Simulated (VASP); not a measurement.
Consider the following.

```
CELL_PARAMETERS angstrom
      0.00000     2.49000     2.49000
      2.49000     0.00000     2.49000
      2.49000     2.49000     0.00000
ATOMIC_POSITIONS crystal
  Gd 0.00000 0.00000 0.00000
  N  0.50000 0.50000 0.50000
```

Level of theory: PBE GGA, VASP's PBE PAW potentials (set 64) (plane waves; VASP 6.6.1). Settings: 520 eV cut-off, 8×8×8 Γ-centred mesh, Gaussian smearing of 0.050 eV, potentials Gd_3 N.

The 4f electrons are frozen in the core of the lanthanide potential, so 4f levels, which can set the real gap, and their magnetism are missing.

What does the run give for the energy per atom (σ→0), band gap (on the k-mesh) with the smallest direct gap where there is one?

| Property | Value |
|---|---|
| band gap (on the k-mesh) | none (metal, semimetal or under 0.01 eV) |
| energy per atom (σ→0) | -8081 meV/atom |

Only differences to runs with the same potentials and settings are physical.

The compound is GdN in the rock salt structure. The cell was not relaxed at this level.
